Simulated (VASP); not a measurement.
Data:

```
SrTiO3
1.0
    3.91316     0.00000     0.00000
    0.00000     3.91316     0.00000
    0.00000     0.00000     3.91316
Sr Ti O
1 1 3
Cartesian
  0.00000   0.00000   0.00000
  1.95658   1.95658   1.95658
  1.95658   0.00000   1.95658
  0.00000   1.95658   1.95658
  1.95658   1.95658   0.00000
```

Calculation: r2SCAN meta-GGA, VASP's PBE PAW potentials (set 64) (plane waves; VASP). Run with 520 eV cut-off, 5×5×5 Γ-centred mesh, Gaussian smearing of 0.050 eV, potentials Sr_sv Ti_sv O.

### Question
Predict the energy per atom (σ→0).

### Answer

```
Item                             Value
---------------------  ---------------
energy per atom (σ→0)  -12.666 eV/atom
```

The compound is SrTiO3 in the cubic perovskite structure, the ideal cubic form; the compound distorts at low or room temperature. It was relaxed first. The start is the result of an earlier pass.
